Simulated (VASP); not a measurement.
**BeTe: energy against volume**

BeTe (zinc blende, F-43m, 22.767 Å³/atom and stress up to 0.01 GPa in the relaxed cell, cube axes along x, y and z) under an equal strain ε along all three axes. PBE in VASP (plane waves, PAW), 480 eV, 10×10×10 Γ-centred mesh, Gaussian smearing 0.05 eV; ions are relaxed, or left where forces stay under 0.02 eV/Å, within the symmetry of each cell.

Here V stands for volume and E for E less E0.

```
volume (Å³/atom)  E less E0 (meV/atom)  pressure (GPa)
----------------  --------------------  --------------
20.7785                              ?               ?
21.4277                          15.32            3.86
21.7574                           8.48            2.80
22.0904                           3.71            1.80
22.4268                           0.91            0.87
22.7666                           0.00           -0.01
23.1098                           0.90           -0.83
23.4564                           3.52           -1.59
23.8065                           7.80           -2.31
24.1601                          13.65           -2.99
```

Task: Using the third-order Birch-Murnaghan form, a cubic in V^(-2/3), estimate the missing E at V = 20.7785 from the other rows, showing the fit.

Result: With u = V^(-2/3) - 0.1246, the rows have u = 0.0050233, 0.0037104, 0.0024177, 0.0011443, -0.0001100, -0.0013456, -0.0025627, -0.0037622, -0.0049441. Least squares gives E = 0.008 + 122.0·u + 582675·u² - 29930·u³. Residuals (row less fit): 0.000, -0.001, 0.002, -0.001, -0.002, 0.001, -0.003, 0.002, -0.001; standard error 0.002 (degrees of freedom: 5). Its minimum lies at u = -0.0001047, so V0 = (0.1244953)^(-3/2) = 22.77. There d²E/du² = 1165000 and d³E/du³ = -179600, so B0 = (4/9) × 22.77^(-7/3) × 1165000 × 0.160218 = 56.5 GPa (the last factor turns the table's units into GPa), and B0' = 4 + (2/3) × 0.1244953 × (-179600)/1165000 = 4.0. B0' rests on the cubic coefficient alone and has a standard error of 0.1 from these residuals. At the withheld row, u = 0.0077094, so E = 0.008 + 122.0 × 0.0077094 + 582675 × 0.0077094² - 29930 × 0.0077094³ = 35.566 meV/atom. The calculation gives 35.57 meV/atom, which the fit meets to the printed digits. The row lies outside the fitted rows, so this is an extrapolation. The scatter of the fitted rows lies at the last printed digit.

Spin-orbit coupling is left out, which can shift these values for the heavy elements here. Other structures, which can take over under pressure, weren't tried. The same form fitted to the pressure column gives B0' = 4.0; series where the two differ by over 0.4 aren't shown. Rows are the converged runs of the series near zero and its far end, less any whose ions stayed unrelaxed beside relaxed ones; series whose fitted rows scatter by over a few per cent of the range, as at a crossing or softening among them, aren't shown in this form.
